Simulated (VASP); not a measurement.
These are LDA (Ceperley-Alder, Perdew-Zunger), VASP's LDA PAW potentials (set 64) (plane waves; VASP) values and carry that method's errors.

A VASP calculation is set up with these files.

### INCAR
```
LASPH = .True.   ! aspherical one-centre terms
NELM = 100   ! most electronic steps
ALGO = Normal   ! blocked Davidson
ISMEAR = 0   ! Gaussian
EDIFF = 1E-6   ! SCF stop (eV)
LWAVE = .False.
LORBIT = 11   ! lm-projected
ISIF = 2   ! forces and stress, cell fixed
LCHARG = .False.
SIGMA = 0.2   ! width (eV)
PREC = Accurate
LMAXMIX = 4
ENCUT = 300
ISPIN = 2   ! spin-polarised
SYSTEM = MnSe
LREAL = .False.
```

File POSCAR:
```
MnSe
1
    0.0000000000     2.7342900000     2.7342900000
    2.7342900000     0.0000000000     2.7342900000
    2.7342900000     2.7342900000     0.0000000000
Mn Se
1 1
Direct
  0.0000000000   0.0000000000   0.0000000000
  0.5000000000   0.5000000000   0.5000000000
```

**KPOINTS**
```
Automatic mesh
0
Gamma
10 10 10
0 0 0
```

POTCAR, in this order: Mn_pv Se (LDA.64 set). Program: vasp_std. The INCAR's line for the spin-polarised start is left out here.

What will the output report for the number of irreducible k-points (NKPTS), largest plane-wave count, number of space-group operations, FFT grid (NGX, NGY, NGZ)?

```json
{
 "number of irreducible k-points (NKPTS)": "47",
 "largest_plane_wave_count": "531",
 "number_of_space_group_operations": "48",
 "FFT grid (NGX, NGY, NGZ)": "24 × 24 × 24"
}
```

The structure comes from a computed database's MnSe entry (Fm-3m); how it stands against other phases isn't given here. The cell was not relaxed at this level. The run is one of a series of settings (GGA removed, POTCAR Mn_pv Se (LDA.64 set) against the base run), some of them coarse on purpose.
